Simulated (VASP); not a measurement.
Output of a VASP run:

### OSZICAR
```
...
RMM:   2    -0.559074277840E+03   -0.33477E-03   -0.20823E-03   316   0.122E-01    0.166E-01
RMM:   3    -0.559074020754E+03    0.25709E-03   -0.34393E-04   319   0.463E-02    0.373E-02
RMM:   4    -0.559074008298E+03    0.12455E-04   -0.89493E-05   307   0.223E-02    0.157E-02
RMM:   5    -0.559074010361E+03   -0.20630E-05   -0.22344E-05   202   0.106E-02
  15 F= -.55907401E+03 E0= -.55904639E+03  d E =-.133750E-01
       N       E                     dE             d eps       ncg     rms          rms(c)
DAV:   1    -0.559077089930E+03   -0.30816E-02   -0.78918E-01   336   0.254E+00    0.345E-01
RMM:   2    -0.559081590853E+03   -0.45009E-02   -0.17985E-02   316   0.330E-01    0.654E-01
RMM:   3    -0.559077028349E+03    0.45625E-02   -0.33499E-03   317   0.138E-01    0.970E-02
RMM:   4    -0.559077022028E+03    0.63211E-05   -0.10263E-03   317   0.695E-02    0.598E-02
RMM:   5    -0.559077044272E+03   -0.22244E-04   -0.21634E-04   322   0.323E-02    0.608E-02
RMM:   6    -0.559077012255E+03    0.32017E-04   -0.44158E-05   237   0.147E-02    0.153E-02
RMM:   7    -0.559077012519E+03   -0.26446E-06   -0.19203E-05   200   0.913E-03
  16 F= -.55907701E+03 E0= -.55904919E+03  d E =-.300216E-02
       N       E                     dE             d eps       ncg     rms          rms(c)
DAV:   1    -0.559077289872E+03   -0.27762E-03   -0.39621E-02   352   0.570E-01    0.779E-02
RMM:   2    -0.559077522871E+03   -0.23300E-03   -0.90787E-04   316   0.740E-02    0.154E-01
RMM:   3    -0.559077285341E+03    0.23753E-03   -0.17138E-04   317   0.311E-02    0.223E-02
RMM:   4    -0.559077284603E+03    0.73771E-06   -0.48782E-05   246   0.154E-02
  17 F= -.55907728E+03 E0= -.55904954E+03  d E =-.327424E-02
       N       E                     dE             d eps       ncg     rms          rms(c)
DAV:   1    -0.559077960338E+03   -0.67500E-03   -0.13643E-01   336   0.105E+00    0.125E-01
RMM:   2    -0.559078508777E+03   -0.54844E-03   -0.26409E-03   316   0.131E-01    0.229E-01
RMM:   3    -0.559077987430E+03    0.52135E-03   -0.47243E-04   318   0.527E-02    0.395E-02
RMM:   4    -0.559077983174E+03    0.42567E-05   -0.13434E-04   318   0.258E-02    0.193E-02
RMM:   5    -0.559077986295E+03   -0.31217E-05   -0.27334E-05   209   0.117E-02
  18 F= -.55907799E+03 E0= -.55905015E+03  d E =-.701692E-03
       N       E                     dE             d eps       ncg     rms          rms(c)
DAV:   1    -0.559077995319E+03   -0.12146E-04   -0.19027E-03   368   0.124E-01    0.159E-02
RMM:   2    -0.559078004063E+03   -0.87439E-05   -0.37767E-05   224   0.153E-02    0.302E-02
RMM:   3    -0.559077994806E+03    0.92572E-05   -0.70199E-06   174   0.622E-03    0.422E-03
RMM:   4    -0.559077994692E+03    0.11432E-06   -0.18994E-06   173   0.314E-03
  19 F= -.55907799E+03 E0= -.55905017E+03  d E =-.710089E-03
       N       E                     dE             d eps       ncg     rms          rms(c)
DAV:   1    -0.559078358760E+03   -0.36395E-03   -0.49915E-02   352   0.640E-01    0.140E-01
RMM:   2    -0.559079201414E+03   -0.84265E-03   -0.21855E-03   316   0.990E-02    0.303E-01
RMM:   3    -0.559078237518E+03    0.96390E-03   -0.51982E-04   316   0.486E-02    0.290E-02
RMM:   4    -0.559078248798E+03   -0.11281E-04   -0.12749E-04   298   0.231E-02    0.203E-02
RMM:   5    -0.559078249334E+03   -0.53597E-06   -0.18187E-05   202   0.986E-03
  20 F= -.55907825E+03 E0= -.55905033E+03  d E =-.254643E-03
```

File OUTCAR:
```
------------------------ aborting loop because EDIFF is reached ----------------------------------------
  FORCE on cell =-STRESS in cart. coord.  units (eV):
  Direction    XX          YY          ZZ          XY          YZ          ZX
  --------------------------------------------------------------------------------------
  Total        2.5570095      3.0109620      4.1143346     13.5801049    -14.0483132     13.8759875
  in kB       11.2241298     13.2167784     18.0600910     59.6105948    -61.6658203     60.9093875
  external PRESSURE =      14.1669997 kB  Pullay stress =       0.0000000 kB
  volume of cell :      365.00
      direct lattice vectors                 reciprocal lattice vectors
     7.146555159  0.000000000  0.000000000     0.139927556  0.000000000  0.000000000
     0.000000000  7.146555159  0.000000000     0.000000000  0.139927556  0.000000000
     0.000000000  0.000000000  7.146555159     0.000000000  0.000000000  0.139927556
 POSITION                                       TOTAL-FORCE (eV/Angst)
 -----------------------------------------------------------------------------------
      3.56152      0.00050      0.00442         0.008840      0.006958      0.006201
      4.43714      0.92851      0.93357        -0.005038     -0.001357     -0.003240
      5.33939      1.80414      0.02962        -0.003467      0.005651      0.006696
      6.21513      2.70702      0.93366        -0.002092     -0.003436     -0.002507
      5.33896      0.02551      1.80935         0.000423      0.010101      0.002092
      6.21487      0.92873      2.71272        -0.001656     -0.000926     -0.002617
      7.13675      0.00657      0.01101         0.002595     -0.001122     -0.001127
      0.86698      0.90284      0.90839        -0.003410     -0.001361     -0.004234
      1.76181      1.77857      7.14105         0.003609      0.008188     -0.001062
      2.63932      2.67780      0.87904        -0.001617     -0.009889     -0.002694
      3.56929      3.57413      7.14495        -0.001601      0.004678      0.000587
      4.46626      4.50510      0.87842         0.004245     -0.006599      0.002374
      5.36437      5.38159      7.14077        -0.001197     -0.001116      0.002983
      6.24109      6.27681      0.90836        -0.003949     -0.003773     -0.006207
      1.76254      7.13691      1.78330         0.004906      0.000632      0.006725
      2.64008      0.87514      2.68351         0.001453     -0.005606     -0.010472
      3.46174      1.77498      1.77693         0.004972      0.010231      0.021171
      5.36616      3.68150      1.77817         0.004290     -0.000680      0.012597
      6.26884      4.50391      2.68344        -0.003159     -0.005473     -0.007103
      3.56973      7.14113      3.57887        -0.001854      0.002069      0.001969
      4.46672      0.87323      4.51073        -0.004010     -0.000158     -0.003620
      5.36372      1.77842      3.68550         0.013095      0.002360      0.001219
      6.26990      2.67748      4.51050        -0.002143     -0.011414     -0.011794
      5.36367      7.13637      5.38530         0.002095      0.006272     -0.001794
      6.24110      0.90260      6.28183         0.003071     -0.001872     -0.002242
      7.14236      3.58119      0.00472        -0.000616      0.005389      0.004179
      0.87614      4.47833      0.88259        -0.004211     -0.002637     -0.005981
      1.78784      5.35549      7.13213         0.002281     -0.003503      0.004612
      2.66544      6.26792      0.88233        -0.003334     -0.001341     -0.004714
      7.11749      1.80460      1.80949        -0.002930      0.003613      0.002100
      0.88031      2.68445      2.68900        -0.001303     -0.004817     -0.004793
      1.75890      3.58053      1.75709         0.004069      0.000447      0.005272
      2.66559      4.47911      2.58163        -0.013161      0.008885      0.002550
      3.56262      5.38485      1.75666         0.001378     -0.000667      0.006704
      4.45914      6.26378      2.68880         0.005448     -0.009211     -0.002709
      7.14188      0.00115      3.58442         0.002059      0.004723      0.006368
      0.87641      0.87751      4.48382        -0.004556     -0.002840     -0.001552
      1.76013      1.75418      3.58397         0.005081     -0.001797      0.001740
      2.66339      2.57626      4.48898        -0.015140     -0.003893     -0.001602
      4.56751      4.48259      4.49009         0.002932     -0.003528     -0.010332
      5.38909      5.38316      3.58388         0.000694      0.002613      0.006656
      6.26655      6.26741      4.48426        -0.001879     -0.000119     -0.006249
      1.78789      7.12762      5.35929         0.004480      0.001887      0.002133
      2.66460      0.87647      6.27320        -0.001099     -0.001698     -0.002587
      3.56274      1.75268      5.38928         0.010708      0.007411     -0.005858
      4.45957      2.68391      6.26947         0.002503     -0.007082     -0.003779
      5.38982      3.58014      5.38870        -0.000689      0.004946      0.000533
      6.26715      4.47942      6.27306        -0.000747     -0.009317      0.000564
      0.00630      5.38045      1.78354         0.003521      0.001234      0.005548
      0.88777      6.25616      2.68327        -0.008194      0.006277     -0.011121
      0.00182      3.57368      3.57886         0.003822      0.002652      0.001497
      0.91166      4.45292      4.45797         0.002642      0.007138      0.006161
      1.81457      5.32869      3.55474        -0.000086      0.000951      0.005350
      2.69036      6.23210      4.45813        -0.008953     -0.004362      0.001088
      0.00650      1.77958      5.38493         0.001447      0.003506      0.003197
      0.88704      2.67687      6.26255        -0.005345     -0.005903      0.000660
...
```
(Selected blocks of OUTCAR.)

File POSCAR:
```
C62Si
1
    7.1465551589     0.0000000000     0.0000000000
    0.0000000000     7.1465551589    -0.0000000000
   -0.0000000000    -0.0000000000     7.1465551589
C Si
62 1
Direct
  0.5000000000   0.0000000000   0.0000000000
  0.6181040000   0.1223330000   0.1314140000
  0.7501840000   0.2474530000   0.0005490000
  0.8710930000   0.3792960000   0.1227890000
  0.7505450000  -0.0069260000   0.2524270000
  0.8709350000   0.1310630000   0.3732370000
  0.0000000000   0.0000000000   0.0000000000
  0.1250000000   0.1250000000   0.1250000000
  0.2500000000   0.2500000000   0.0000000000
  0.3772010000   0.3705430000   0.1225060000
  0.5054320000   0.4941600000   0.0034560000
  0.6188650000   0.6282450000   0.1283990000
  0.7500000000   0.7500000000   0.0000000000
  0.8750000000   0.8750000000   0.1250000000
  0.2500000000   0.0000000000   0.2500000000
  0.3819920000   0.1220270000   0.3744640000
  0.5032980000   0.2562190000   0.2454500000
  0.7459690000   0.4948480000   0.2459160000
  0.8819480000   0.6214490000   0.3695340000
  0.5000330000  -0.0006150000   0.5032870000
  0.6266950000   0.1266970000   0.6200960000
  0.7505370000   0.2446780000   0.4951360000
  0.8743020000   0.3740060000   0.6282750000
  0.7500000000   0.0000000000   0.7500000000
  0.8750000000   0.1250000000   0.8750000000
  0.0000000000   0.5000000000   0.0000000000
  0.1250000000   0.6250000000   0.1250000000
  0.2500000000   0.7500000000   0.0000000000
  0.3750000000   0.8750000000   0.1250000000
  0.0000000000   0.2500000000   0.2500000000
  0.1250000000   0.3750000000   0.3750000000
  0.2479550000   0.4991470000   0.2538620000
  0.3768040000   0.6193650000   0.3771250000
  0.5065690000   0.7463130000   0.2484960000
  0.6250000000   0.8750000000   0.3750000000
  0.0000000000   0.0000000000   0.5000000000
  0.1250000000   0.1250000000   0.6250000000
  0.2559670000   0.2472270000   0.4996370000
  0.3783690000   0.3771120000   0.6217430000
  0.6190600000   0.6208830000   0.6304430000
  0.7487760000   0.7458580000   0.4978540000
  0.8750000000   0.8750000000   0.6250000000
  0.2500000000   0.0000000000   0.7500000000
  0.3750000000   0.1250000000   0.8750000000
  0.4996410000   0.2451280000   0.7507310000
  0.6250000000   0.3750000000   0.8750000000
  0.7564210000   0.4957340000   0.7502330000
  0.8750000000   0.6250000000   0.8750000000
  0.0000000000   0.7500000000   0.2500000000
  0.1250000000   0.8750000000   0.3750000000
  0.0000000000   0.5000000000   0.5000000000
  0.1250000000   0.6250000000   0.6250000000
  0.2500000000   0.7500000000   0.5000000000
  0.3750000000   0.8750000000   0.6250000000
  0.0000000000   0.2500000000   0.7500000000
  0.1250000000   0.3750000000   0.8750000000
  0.2500000000   0.5000000000   0.7500000000
  0.3750000000   0.6250000000   0.8750000000
  0.5000000000   0.7500000000   0.7500000000
  0.6250000000   0.8750000000   0.8750000000
  0.0000000000   0.7500000000   0.7500000000
  0.1250000000   0.8750000000   0.8750000000
  0.4984480000   0.5056800000   0.5032360000
```

Q: Write an INCAR and KPOINTS that could have produced this output.

A: One answer among several that fit: the input of the run itself, PBE GGA, plane waves, VASP's PBE PAW potentials (set 64).

INCAR:
```
SYSTEM=C62Si
PREC=Normal; ENCUT=400; LREAL=Auto
LASPH=.TRUE.; ISYM=0
EDIFF=1E-5; NELM=100; NELMIN=4
ALGO=Fast
ISMEAR=0; SIGMA=0.05
GGA=PE
IBRION=2; NSW=70; ISIF=2
EDIFFG=-0.03
LWAVE=.TRUE.; LCHARG=.FALSE.
```

KPOINTS:
```
K-points
0
G
  1 1 1
```

POTCAR, in this order: C Si (PBE.64 set). Program: vasp_gam.

At this cut-off the stress carries a Pulay error, which pulls relaxed volumes low. The supercell is sampled at Γ alone, which is coarse: total energies, pressure and levels can be off, energies of defects by several tenths of an eV.

The cell is a supercell with a defect, built from C (diamond): Si_C-vac_C. The run is not spin-polarised, so no state with unpaired spins was tried.
